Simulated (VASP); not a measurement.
Method: PBE GGA, VASP's PBE PAW potentials (set 64) (plane waves; VASP 6.6.1).

VASP input:

KPOINTS:
```
kpoints
0
G
 3 3 3
0 0 0
```

INCAR:
```
SYSTEM = Y2Tc
PREC = Accurate; ENCUT = 300; LREAL = .False.
LASPH = .True.
EDIFF = 1E-6; NELM = 100; ALGO = Normal
LMAXMIX = 4
ISMEAR = -1; SIGMA = 0.1
GGA = PE
ISIF = 2
LWAVE = .False.; LCHARG = .False.
```

### POSCAR
```
Y2Tc
9.6186080
  0.0000000000   0.5000000000   0.5000000000
  0.5000000000   0.0000000000   0.5000000000
  0.5000000000   0.5000000000   0.0000000000
Y Tc
4 2
direct
  0.1263420000   0.1278350000   0.1259110000
  0.6297270000   0.1242180000   0.1249820000
  0.1246900000   0.6172900000   0.1286410000
  0.1195910000   0.1288410000   0.6225180000
  0.7529140000   0.7478710000   0.7501210000
  0.4967370000   0.5039460000   0.4978280000
```

POTCAR, in this order: Y_sv Tc_pv (PBE.64 set). Program: vasp_std.

Output of the run:

### OUTCAR
```
 ion  position               nearest neighbor table
   1  0.126  0.128  0.126-   3 3.33   4 3.36   2 3.39   2 3.41   4 3.44   3 3.47
   2  0.630  0.124  0.125-   4 3.38   1 3.39   3 3.39   3 3.41   1 3.41   4 3.43
   3  0.125  0.617  0.129-   1 3.33   4 3.34   2 3.39   2 3.41   4 3.46   1 3.47
   4  0.120  0.129  0.623-   3 3.34   1 3.36   2 3.38   2 3.43   1 3.44   3 3.46
   5  0.753  0.748  0.750-
   6  0.497  0.504  0.498-
  LATTYP: Found a face centered cubic cell.
 ALAT       =     9.6186080000
 Subroutine PRICEL returns:
 Original cell was already a primitive cell.
 Subroutine GETGRP returns: Found  1 space group operations
The static configuration has the point symmetry C_1 .
The dynamic configuration has the point symmetry C_1 .
 Subroutine INISYM returns: Found  1 space group operations
 Subroutine IBZKPT returns following result:
 Found     14 irreducible k-points:

 Following reciprocal coordinates:
            Coordinates               Weight
  0.000000  0.000000  0.000000      1.000000
  0.333333  0.000000  0.000000      2.000000
  0.000000  0.333333  0.000000      2.000000
  0.000000  0.000000  0.333333      2.000000
  0.333333  0.333333  0.333333      2.000000
  0.333333  0.333333  0.000000      2.000000
  0.000000  0.333333  0.333333      2.000000
  0.333333  0.000000  0.333333      2.000000
 -0.333333  0.333333  0.000000      2.000000
  0.000000 -0.333333  0.333333      2.000000
  0.333333  0.000000 -0.333333      2.000000
  0.333333  0.333333 -0.333333      2.000000
 -0.333333  0.333333 -0.333333      2.000000
  0.333333 -0.333333 -0.333333      2.000000
   k-points           NKPTS =     14   k-points in BZ     NKDIM =     14   number of bands    NBANDS=     42
   number of dos      NEDOS =    301   number of ions     NIONS =      6
   total plane-waves  NPLWV =  64000
   dimension x,y,z NGX =    40 NGY =   40 NGZ =   40
   dimension x,y,z NGXF=    80 NGYF=   80 NGZF=   80
   ions per type =               4   2
...
```

File OSZICAR:
```
       N       E                     dE             d eps       ncg     rms          rms(c)
DAV:   1     0.449726784195E+03    0.44973E+03   -0.28365E+04  1368   0.105E+03
DAV:   2     0.735620060332E-01   -0.44965E+03   -0.44161E+03  1304   0.335E+02
DAV:   3    -0.344846569110E+02   -0.34558E+02   -0.33559E+02  2056   0.644E+01
DAV:   4    -0.377186417122E+02   -0.32340E+01   -0.31639E+01  1872   0.171E+01
DAV:   5    -0.378618875814E+02   -0.14325E+00   -0.14173E+00  1728   0.326E+00    0.446E+01
DAV:   6    -0.401996742866E+02   -0.23378E+01   -0.36571E+01  1520   0.143E+01    0.183E+01
DAV:   7    -0.443984779597E+02   -0.41988E+01   -0.14957E+02  1688   0.192E+01    0.621E+01
DAV:   8    -0.375148822776E+02    0.68836E+01   -0.18687E+01  1684   0.745E+00    0.231E+01
DAV:   9    -0.359805447876E+02    0.15343E+01   -0.12737E+01  1592   0.645E+00    0.627E+00
DAV:  10    -0.358099614670E+02    0.17058E+00   -0.16407E+00  1736   0.235E+00    0.293E+00
DAV:  11    -0.357939385104E+02    0.16023E-01   -0.48914E-01  1640   0.136E+00    0.218E+00
DAV:  12    -0.357696060651E+02    0.24332E-01   -0.20653E-01  1710   0.128E+00    0.455E-01
DAV:  13    -0.357697129046E+02   -0.10684E-03   -0.78337E-03  1704   0.310E-01    0.306E-01
DAV:  14    -0.357690948962E+02    0.61801E-03   -0.39790E-03  1478   0.236E-01    0.667E-02
DAV:  15    -0.357691101508E+02   -0.15255E-04   -0.18781E-04  1664   0.436E-02    0.435E-02
DAV:  16    -0.357691058633E+02    0.42876E-05   -0.27370E-05  1600   0.194E-02    0.140E-02
DAV:  17    -0.357691038688E+02    0.19945E-05   -0.86838E-06  1400   0.866E-03    0.397E-03
DAV:  18    -0.357691039751E+02   -0.10633E-06   -0.92662E-07   766   0.336E-03
   1 F= -.35769104E+02 E0= -.35494204E+02  d E =-.549799E+00
```

### OUTCAR
```
------------------------ aborting loop because EDIFF is reached ----------------------------------------
  FORCE on cell =-STRESS in cart. coord.  units (eV):
  Direction    XX          YY          ZZ          XY          YZ          ZX
  --------------------------------------------------------------------------------------
  Total      -15.2478577    -15.2604384    -15.2401748      0.0190818      0.0040637     -0.0372348
  in kB     -109.8102115   -109.9008137   -109.7548814      0.1374213      0.0292657     -0.2681529
  external PRESSURE =    -109.8219689 kB  Pullay stress =       0.0000000 kB
  volume of cell :      222.47
      direct lattice vectors                 reciprocal lattice vectors
     0.000000000  4.809304000  4.809304000    -0.103965148  0.103965148  0.103965148
     4.809304000  0.000000000  4.809304000     0.103965148 -0.103965148  0.103965148
     4.809304000  4.809304000  0.000000000     0.103965148  0.103965148 -0.103965148
 POSITION                                       TOTAL-FORCE (eV/Angst)
 -----------------------------------------------------------------------------------
      1.22034      1.21316      1.22241        -0.255096     -0.079213     -0.115985
      1.19848      3.62963      3.62595         0.116697      0.010536     -0.098971
      3.58741      1.21835      3.56841         0.184843     -0.176915      0.258672
      3.61351      3.56903      1.19479         0.054200      0.129837     -0.107573
      7.20430      7.22855      7.21773        -0.074745      0.113045      0.033320
      4.81784      4.78317      4.81259        -0.025899      0.002710      0.030538
 -----------------------------------------------------------------------------------
    total drift:                               -0.000217     -0.000449     -0.000255
  FREE ENERGIE OF THE ION-ELECTRON SYSTEM (eV)
  ---------------------------------------------------
  free  energy   TOTEN  =       -35.7691039751 eV

  energy  without entropy=      -35.2193050075  energy(sigma->0) =      -35.49420449
```
(Selected blocks of OUTCAR.)

At this cut-off the stress carries a Pulay error, which pulls relaxed volumes low.

The structure was generated: Y2Tc was put into an ordered model structure, which need not be its known phase. The cell was not relaxed at this level, atoms are displaced from their ideal sites. The k-mesh is coarse (spacing up to 0.38 per Å, 2π included), so the numbers may not be converged in it.
